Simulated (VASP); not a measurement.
# linear Pd chain, spacing 2.395 A: fixed spin moments, part 2 of 2

Aim: the energy of linear Pd chain, spacing 2.395 A as a function of its total moment.

VASP 6.6.1, plane waves and PAW; the level of theory is named at each step.

So far. Step 3 (Fixed spin moment, fixed moment 0): Energy at zero smearing: -2.71405 eV.

## (4) Fixed spin moment, fixed moment 0.17

Level of this step: PBE, spin-polarised, total moment fixed; plane waves and PAW (Pd) (VASP).

The input, INCAR:

```
SYSTEM = Pd
PREC = Normal
ENCUT = 350
EDIFF = 1E-06
NELM = 150
ISMEAR = 1
SIGMA = 0.1
LREAL = .FALSE.
ALGO = Normal
GGA = PE
NBANDS = 11
ISPIN = 2
MAGMOM = 0.17
LMAXMIX = 4
LORBIT = 11
LWAVE = .FALSE.
LCHARG = .FALSE.
KPAR = 2
AMIX = 0.2
BMIX = 1E-04
AMIX_MAG = 0.8
BMIX_MAG = 1E-04
NUPDOWN = 0.17
```

The input, POSCAR:

```
Pd
1.0
   12.0000000000      0.0000000000      0.0000000000
    0.0000000000     12.0000000000      0.0000000000
    0.0000000000      0.0000000000      2.3950000000
Pd
1
Direct
    0.5000000000      0.5000000000      0.0000000000
```

The input, KPOINTS:

```
Automatic mesh
0
Gamma
1 1 25
0 0 0
```

PAW data sets: Pd (PBE family, release 64).

Command:

```console
> mpirun -np 2 vasp_std
```

What it wrote:

```text
[... set-up lines as in an earlier step ...]
 entering main loop
       N       E                     dE             d eps       ncg     rms          rms(c)
DAV:   1     0.655256703052E+02    0.65526E+02   -0.21123E+03   572   0.401E+02
DAV:   2     0.166354329236E+01   -0.63862E+02   -0.56280E+02  1036   0.699E+01
DAV:   3    -0.272265089558E+01   -0.43862E+01   -0.41381E+01   688   0.351E+01
DAV:   4    -0.276917382894E+01   -0.46523E-01   -0.46144E-01   683   0.401E+00
DAV:   5    -0.277033418878E+01   -0.11604E-02   -0.12109E-02   692   0.659E-01    0.363E+00
DAV:   6    -0.274500159822E+01    0.25333E-01   -0.39881E-03   650   0.435E-01    0.288E+00
DAV:   7    -0.271013539947E+01    0.34866E-01   -0.37651E-02   605   0.130E+00    0.568E-01
DAV:   8    -0.271077385889E+01   -0.63846E-03   -0.11100E-03   592   0.241E-01    0.300E-01
DAV:   9    -0.271043631061E+01    0.33755E-03   -0.33397E-04   656   0.117E-01    0.155E-01
DAV:  10    -0.271039619883E+01    0.40112E-04   -0.89720E-05   578   0.650E-02    0.346E-02
DAV:  11    -0.271042158262E+01   -0.25384E-04   -0.32567E-05   590   0.444E-02    0.154E-02
DAV:  12    -0.271042158364E+01   -0.10186E-08   -0.41877E-06   605   0.172E-02
   1 F= -.27104216E+01 E0= -.27095194E+01  d E =-.270665E-02  mag=     0.1700
```

The job ended after 16 s (2 MPI ranks of AMD EPYC 7R43, shared host; peak memory 0.4 GiB).

From OUTCAR (step 4):

```text
The static configuration has the point symmetry D_4h.

 Found     13 irreducible k-points:

   NELECT =      10.0000    total number of electrons

 E-fermi :  -4.7474

 spin component 1
 k-point     1 :       0.0000    0.0000    0.0000
  band No.  band energies     occupation
      1      -9.5977      1.00000
      2      -6.1717      1.00000
      3      -6.1715      1.00000
      4      -5.4341      1.00000
      5      -4.5710     -0.02847
      6      -4.5710     -0.02847
      7      -1.4611      0.00000
      8      -1.4611      0.00000
      9       0.3620      0.00000
    ...

 k-point     2 :       0.0000    0.0000    0.0400
  band No.  band energies     occupation
      1      -9.5192      1.00000
      2      -6.1603      1.00000
      3      -6.1601      1.00000
      4      -5.4017      1.00000
      5      -4.6663      0.42972
      6      -4.6663      0.42972
      7      -1.3758      0.00000
      8      -1.3758      0.00000
      9       0.4033      0.00000
    ...

 k-point     3 :       0.0000    0.0000    0.0800
  band No.  band energies     occupation
    ...
      2      -6.1267      1.00000
      3      -6.1265      1.00000
      4      -5.3041      1.00000
      5      -4.9238      1.00120
      6      -4.9238      1.00120
      7      -1.1429      0.00000
      8      -1.1429      0.00000
      9       0.5273      0.00000
     10       1.2319      0.00000
     11       1.8485      0.00000

 k-point     4 :       0.0000    0.0000    0.1200
  band No.  band energies     occupation
    ...
      2      -6.0726      1.00000
      3      -6.0725      1.00000
      4      -5.2852      1.00000
      5      -5.2852      1.00000
      6      -5.1399      1.00000
      7      -0.8046      0.00000
      8      -0.8046      0.00000
      9       0.7339      0.00000
     10       1.4389      0.00000
     11       2.0521      0.00000

  Total       -0.1074357     -0.1074357      0.1889208      0.0000000      0.0000000      0.0000000
  in kB       -0.4991042     -0.4991042      0.8776518      0.0000000      0.0000000      0.0000000
  external PRESSURE =      -0.0401855 kB  Pullay stress =       0.0000000 kB

  FREE ENERGIE OF THE ION-ELECTRON SYSTEM (eV)
  ---------------------------------------------------
  free  energy   TOTEN  =        -2.7104215836 eV

  energy  without entropy=       -2.7077149335  energy(sigma->0) =       -2.70951937

 total charge
# of ion       s       p       d       tot
------------------------------------------
    1        0.436   0.154   8.610   9.200

 magnetization (x)
# of ion       s       p       d       tot
------------------------------------------
    1        0.007  -0.000   0.160   0.167

[... 9 parts as in an earlier step ...]

[... 9 further parts left out ...]
```

This step gave:

| Property | Result |
| --- | --- |
| electronic cycles | 12 |
| free energy (TOTEN) | -2.710 eV |
| energy at zero smearing | -2.710 eV |
| moment of the cell, from the last line of the log | 0.17 μB |

Spin moment in the PAW sphere by atom:

| atom | spin moment in the PAW sphere (μB) |
| --- | --- |
| Pd1 | 0.167 |

Energy at zero smearing: -2.70952 eV.

## (5) Fixed spin moment, fixed moment 0.34

INCAR, as its differences from that of step 4:

```diff
@@ -12,3 +12,3 @@
 ISPIN = 2
-MAGMOM = 0.17
+MAGMOM = 0.34
 LMAXMIX = 4
@@ -22,2 +22,2 @@
 BMIX_MAG = 1E-04
-NUPDOWN = 0.17
+NUPDOWN = 0.34
```

POSCAR is that of step 4.

KPOINTS is that of step 4.

Command:

```console
> mpirun -np 2 vasp_std
```

What it wrote:

```text
[... set-up lines as in an earlier step ...]
 entering main loop
       N       E                     dE             d eps       ncg     rms          rms(c)
DAV:   1     0.655353574994E+02    0.65535E+02   -0.21113E+03   572   0.401E+02
DAV:   2     0.167617028862E+01   -0.63859E+02   -0.56456E+02  1039   0.702E+01
DAV:   3    -0.271621962335E+01   -0.43924E+01   -0.42208E+01   688   0.352E+01
DAV:   4    -0.276128507706E+01   -0.45065E-01   -0.44606E-01   683   0.398E+00
[...]
DAV:  11    -0.270754980908E+01   -0.24224E-04   -0.85016E-05   578   0.627E-02    0.268E-02
DAV:  12    -0.270754972260E+01    0.86484E-07   -0.18736E-05   662   0.308E-02    0.144E-02
DAV:  13    -0.270755015862E+01   -0.43602E-06   -0.16084E-06   613   0.843E-03
   1 F= -.27075502E+01 E0= -.27070693E+01  d E =-.144265E-02  mag=     0.3400
```

It took 16 s on 2 MPI ranks; peak memory 0.4 GiB; 30 s of CPU time.

From OUTCAR (step 5):

```text
  Total       -0.1081268     -0.1081268      0.3567038      0.0000000      0.0000000      0.0000000
  in kB       -0.5023149     -0.5023149      1.6571060      0.0000000      0.0000000      0.0000000
  external PRESSURE =       0.2174921 kB  Pullay stress =       0.0000000 kB

  FREE ENERGIE OF THE ION-ELECTRON SYSTEM (eV)
  ---------------------------------------------------
  free  energy   TOTEN  =        -2.7075501586 eV

  energy  without entropy=       -2.7061075119  energy(sigma->0) =       -2.70706928

 magnetization (x)
# of ion       s       p       d       tot
------------------------------------------
    1        0.007   0.000   0.329   0.336

[... 3 parts as in an earlier step ...]

[... 1 further part left out ...]
[key lines of the parts left out:]
E-fermi :  -4.6842
```

Energy at zero smearing: -2.70707 eV.

## (6) Fixed spin moment, fixed moment 0.51

INCAR, as its differences from that of step 5:

```diff
@@ -12,3 +12,3 @@
 ISPIN = 2
-MAGMOM = 0.34
+MAGMOM = 0.51
 LMAXMIX = 4
@@ -22,2 +22,2 @@
 BMIX_MAG = 1E-04
-NUPDOWN = 0.34
+NUPDOWN = 0.51
```

POSCAR is that of step 5.

KPOINTS is that of step 5.

Command:

```console
> mpirun -np 2 vasp_std
```

What it wrote:

```text
[... set-up lines as in an earlier step ...]
 entering main loop
       N       E                     dE             d eps       ncg     rms          rms(c)
DAV:   1     0.655566631855E+02    0.65557E+02   -0.21102E+03   572   0.401E+02
DAV:   2     0.170003143393E+01   -0.63857E+02   -0.56584E+02  1039   0.705E+01
DAV:   3    -0.271134175421E+01   -0.44114E+01   -0.42711E+01   688   0.354E+01
DAV:   4    -0.275509964350E+01   -0.43758E-01   -0.43550E-01   680   0.395E+00
[...]
DAV:  12    -0.270811198903E+01   -0.14127E-04   -0.82344E-06   578   0.212E-02    0.113E-02
DAV:  13    -0.270811328923E+01   -0.13002E-05   -0.67518E-07   647   0.594E-03    0.800E-03
DAV:  14    -0.270811367830E+01   -0.38907E-06   -0.11003E-07   513   0.286E-03
   1 F= -.27081137E+01 E0= -.27082099E+01  d E =0.288542E-03  mag=     0.5100
```

Run time: 17 s. Hardware: 2 MPI ranks; peak memory 0.4 GiB; 33 s of CPU time.

OUTCAR, selected parts (step 6):

```text
  Total       -0.1051127     -0.1051127      0.4850786      0.0000000     -0.0000000      0.0000000
  in kB       -0.4883125     -0.4883125      2.2534850      0.0000000     -0.0000000      0.0000000
  external PRESSURE =       0.4256200 kB  Pullay stress =       0.0000000 kB

  FREE ENERGIE OF THE ION-ELECTRON SYSTEM (eV)
  ---------------------------------------------------
  free  energy   TOTEN  =        -2.7081136783 eV

  energy  without entropy=       -2.7084022204  energy(sigma->0) =       -2.70820986

 magnetization (x)
# of ion       s       p       d       tot
------------------------------------------
    1        0.015   0.000   0.487   0.503

[... 3 parts as in an earlier step ...]

[... 1 further part left out ...]
[key lines of the parts left out:]
E-fermi :  -4.7031
```

Energy at zero smearing: -2.70821 eV.

## (7) Fixed spin moment, fixed moment 0.69

INCAR, as its differences from that of step 6:

```diff
@@ -12,3 +12,3 @@
 ISPIN = 2
-MAGMOM = 0.51
+MAGMOM = 0.69
 LMAXMIX = 4
@@ -22,2 +22,2 @@
 BMIX_MAG = 1E-04
-NUPDOWN = 0.51
+NUPDOWN = 0.69
```

POSCAR is that of step 6.

KPOINTS is that of step 6.

Command:

```console
> mpirun -np 2 vasp_std
```

What it wrote:

```text
[... set-up lines as in an earlier step ...]
 entering main loop
       N       E                     dE             d eps       ncg     rms          rms(c)
DAV:   1     0.656009686291E+02    0.65601E+02   -0.21091E+03   572   0.400E+02
DAV:   2     0.174108728873E+01   -0.63860E+02   -0.56346E+02  1039   0.705E+01
DAV:   3    -0.270350193883E+01   -0.44446E+01   -0.43039E+01   688   0.355E+01
DAV:   4    -0.274695346289E+01   -0.43452E-01   -0.43407E-01   672   0.395E+00
[...]
DAV:  12    -0.270366345458E+01   -0.17187E-04   -0.10812E-05   584   0.252E-02    0.104E-02
DAV:  13    -0.270366548875E+01   -0.20342E-05   -0.16594E-06   599   0.886E-03    0.603E-03
DAV:  14    -0.270366555860E+01   -0.69850E-07   -0.42090E-07   466   0.418E-03
   1 F= -.27036656E+01 E0= -.27034191E+01  d E =-.739365E-03  mag=     0.6900
```

Wall time 17 s (2 MPI ranks); peak memory 0.41 GiB; 33 s of CPU time.

Parts of OUTCAR (step 7):

```text
  Total       -0.1050238     -0.1050238      0.7353041      0.0000000      0.0000000      0.0000000
  in kB       -0.4878995     -0.4878995      3.4159346      0.0000000      0.0000000      0.0000000
  external PRESSURE =       0.8133786 kB  Pullay stress =       0.0000000 kB

  FREE ENERGIE OF THE ION-ELECTRON SYSTEM (eV)
  ---------------------------------------------------
  free  energy   TOTEN  =        -2.7036655586 eV

  energy  without entropy=       -2.7029261939  energy(sigma->0) =       -2.70341910

 magnetization (x)
# of ion       s       p       d       tot
------------------------------------------
    1        0.075   0.004   0.543   0.622

[... 3 parts as in an earlier step ...]

[... 1 further part left out ...]
[key lines of the parts left out:]
E-fermi :  -4.7639
```

Spin moment in the PAW sphere by atom:

| atom | spin moment in the PAW sphere (μB) |
| --- | --- |
| Pd1 | 0.622 |

Energy at zero smearing: -2.70342 eV.

## (8) Fixed spin moment, fixed moment 0.86

INCAR, as its differences from that of step 7:

```diff
@@ -12,3 +12,3 @@
 ISPIN = 2
-MAGMOM = 0.69
+MAGMOM = 0.86
 LMAXMIX = 4
@@ -22,2 +22,2 @@
 BMIX_MAG = 1E-04
-NUPDOWN = 0.69
+NUPDOWN = 0.86
```

POSCAR is that of step 7.

KPOINTS is that of step 7.

Command:

```console
> mpirun -np 2 vasp_std
```

What it wrote:

```text
[... set-up lines as in an earlier step ...]
 entering main loop
       N       E                     dE             d eps       ncg     rms          rms(c)
DAV:   1     0.656627972060E+02    0.65663E+02   -0.21081E+03   572   0.400E+02
DAV:   2     0.179557679485E+01   -0.63867E+02   -0.56310E+02  1039   0.707E+01
DAV:   3    -0.267285228557E+01   -0.44684E+01   -0.42940E+01   688   0.355E+01
DAV:   4    -0.272493454570E+01   -0.52082E-01   -0.43101E-01   672   0.393E+00
[...]
DAV:  11    -0.269180274438E+01    0.17612E-05   -0.58528E-05   572   0.501E-02    0.924E-03
DAV:  12    -0.269180663829E+01   -0.38939E-05   -0.33837E-06   614   0.117E-02    0.395E-03
DAV:  13    -0.269180677239E+01   -0.13410E-06   -0.18137E-07   550   0.297E-03
   1 F= -.26918068E+01 E0= -.26915719E+01  d E =-.704558E-03  mag=     0.8600
```

Elapsed: 18 s, on 2 MPI ranks; peak memory 0.4 GiB; 34 s of CPU time.

From OUTCAR (step 8):

```text
  Total       -0.1075878     -0.1075878      0.9648015      0.0000000     -0.0000000     -0.0000000
  in kB       -0.4998106     -0.4998106      4.4820899      0.0000000     -0.0000000     -0.0000000
  external PRESSURE =       1.1608229 kB  Pullay stress =       0.0000000 kB

  FREE ENERGIE OF THE ION-ELECTRON SYSTEM (eV)
  ---------------------------------------------------
  free  energy   TOTEN  =        -2.6918067724 eV

  energy  without entropy=       -2.6911022141  energy(sigma->0) =       -2.69157192

 magnetization (x)
# of ion       s       p       d       tot
------------------------------------------
    1        0.093   0.007   0.674   0.774

[... 3 parts as in an earlier step ...]

[... 1 further part left out ...]
[key lines of the parts left out:]
E-fermi :  -4.8100
```

Spin moment in the PAW sphere by atom:

| atom | spin moment in the PAW sphere (μB) |
| --- | --- |
| Pd1 | 0.774 |

Energy at zero smearing: -2.69157 eV.

## (9) Fixed spin moment, fixed moment 1.03

INCAR, as its differences from that of step 8:

```diff
@@ -12,3 +12,3 @@
 ISPIN = 2
-MAGMOM = 0.86
+MAGMOM = 1.03
 LMAXMIX = 4
@@ -22,2 +22,2 @@
 BMIX_MAG = 1E-04
-NUPDOWN = 0.86
+NUPDOWN = 1.03
```

POSCAR is that of step 8.

KPOINTS is that of step 8.

Command:

```console
> mpirun -np 2 vasp_std
```

What it wrote:

```text
[... set-up lines as in an earlier step ...]
 entering main loop
       N       E                     dE             d eps       ncg     rms          rms(c)
DAV:   1     0.657372174492E+02    0.65737E+02   -0.21071E+03   572   0.400E+02
DAV:   2     0.187506858428E+01   -0.63862E+02   -0.56433E+02  1039   0.710E+01
DAV:   3    -0.260544138387E+01   -0.44805E+01   -0.42341E+01   685   0.353E+01
DAV:   4    -0.267999744073E+01   -0.74556E-01   -0.42941E-01   672   0.391E+00
[...]
DAV:  12    -0.265067344929E+01   -0.13065E-04   -0.17520E-05   584   0.296E-02    0.628E-03
DAV:  13    -0.265067794480E+01   -0.44955E-05   -0.77155E-07   584   0.761E-03    0.413E-03
DAV:  14    -0.265067803058E+01   -0.85779E-07   -0.98240E-08   439   0.228E-03
   1 F= -.26506780E+01 E0= -.26496042E+01  d E =-.322144E-02  mag=     1.0300
```

The job ended after 17 s (2 MPI ranks; peak memory 0.4 GiB; 33 s of CPU time).

OUTCAR, selected parts (step 9):

```text
  Total       -0.1050361     -0.1050361      1.0062615      0.0000000     -0.0000000      0.0000000
  in kB       -0.4879565     -0.4879565      4.6746968      0.0000000     -0.0000000      0.0000000
  external PRESSURE =       1.2329279 kB  Pullay stress =       0.0000000 kB

  FREE ENERGIE OF THE ION-ELECTRON SYSTEM (eV)
  ---------------------------------------------------
  free  energy   TOTEN  =        -2.6506780306 eV

  energy  without entropy=       -2.6474565920  energy(sigma->0) =       -2.64960422

 magnetization (x)
# of ion       s       p       d       tot
------------------------------------------
    1        0.155   0.017   0.707   0.879

[... 3 parts as in an earlier step ...]

[... 1 further part left out ...]
[key lines of the parts left out:]
E-fermi :  -4.9058
```

Energy at zero smearing: -2.64960 eV.

## (10) Fixed spin moment, fixed moment 1.2

INCAR, as its differences from that of step 9:

```diff
@@ -12,3 +12,3 @@
 ISPIN = 2
-MAGMOM = 1.03
+MAGMOM = 1.2
 LMAXMIX = 4
@@ -22,2 +22,2 @@
 BMIX_MAG = 1E-04
-NUPDOWN = 1.03
+NUPDOWN = 1.2
```

POSCAR is that of step 9.

KPOINTS is that of step 9.

Command:

```console
> mpirun -np 2 vasp_std
```

What it wrote:

```text
[... set-up lines as in an earlier step ...]
 entering main loop
       N       E                     dE             d eps       ncg     rms          rms(c)
DAV:   1     0.658223886609E+02    0.65822E+02   -0.21060E+03   572   0.400E+02
DAV:   2     0.198532618597E+01   -0.63837E+02   -0.56587E+02  1039   0.713E+01
DAV:   3    -0.248693216088E+01   -0.44723E+01   -0.42613E+01   685   0.352E+01
DAV:   4    -0.259152668721E+01   -0.10459E+00   -0.42868E-01   672   0.391E+00
[...]
DAV:  12    -0.256449508450E+01   -0.21261E-04   -0.23478E-05   584   0.353E-02    0.102E-02
DAV:  13    -0.256450172873E+01   -0.66442E-05   -0.18148E-06   584   0.115E-02    0.636E-03
DAV:  14    -0.256450234106E+01   -0.61233E-06   -0.40764E-07   631   0.482E-03
   1 F= -.25645023E+01 E0= -.25639170E+01  d E =-.175603E-02  mag=     1.2000
```

The job ended after 18 s (2 MPI ranks; peak memory 0.4 GiB).

OUTCAR, selected parts (step 10):

```text
  Total       -0.1015727     -0.1015727      1.2026930      0.0000000      0.0000000      0.0000000
  in kB       -0.4718671     -0.4718671      5.5872403      0.0000000      0.0000000      0.0000000
  external PRESSURE =       1.5478354 kB  Pullay stress =       0.0000000 kB

  FREE ENERGIE OF THE ION-ELECTRON SYSTEM (eV)
  ---------------------------------------------------
  free  energy   TOTEN  =        -2.5645023411 eV

  energy  without entropy=       -2.5627463109  energy(sigma->0) =       -2.56391700

 magnetization (x)
# of ion       s       p       d       tot
------------------------------------------
    1        0.214   0.032   0.742   0.987

[... 3 parts as in an earlier step ...]

[... 1 further part left out ...]
[key lines of the parts left out:]
E-fermi :  -4.9821
```

Energy at zero smearing: -2.56392 eV.

## (11) Summary

This step: fixed spin moments, PBE; plane waves and PAW (VASP 6.6.1).

Derived from the runs above.

Numbers from this step:

```yaml
free_moment: 0.4198 μB
magnetic_energy: -5.914 meV/magnetic atom
```

Energy above the free run against moment of the cell:

| moment of the cell (μB) | energy above the free run (meV/magnetic atom) |
| --- | --- |
| 0.000 | -5.91 |
| 0.170 | -1.38 |
| 0.340 | 1.07 |
| 0.510 | -0.0715 |
| 0.690 | 4.72 |
| 0.860 | 16.6 |
| 1.030 | 58.5 |
| 1.200 | 144 |

## (12) Summary of results

| Property | Result |
| --- | --- |
| free moment | 0.420 μB |

In words: The free run ended at 0.42 μB, but with the moment fixed at 0 μB the cell lies 6 meV lower, so the free run isn't the ground state and its moment, levels and density of states are none of it. Forcing 1.2 μB costs 144 meV for each atom counted as magnetic, from the free run. The state without moment lies level with the free run or below it.

[Lines on the potential files, build, host, timing and source positions are cut from VASP's logs without a mark.]

[Logs are printed without paths, hosts, clocks, repeated set-up lines and the standing remarks that a program may print on its own settings, such as how far it seeks lower states.]

[Hosts, paths, dates, database ids (printed as entryN), source tags and the programs' standing remarks are cut or masked in the printed files.]

[In band tables of VASP the shares of atoms and orbitals are scaled to a sum of 1 inside the atoms' spheres.]

[Runs that stopped without an error message from VASP are left out.]
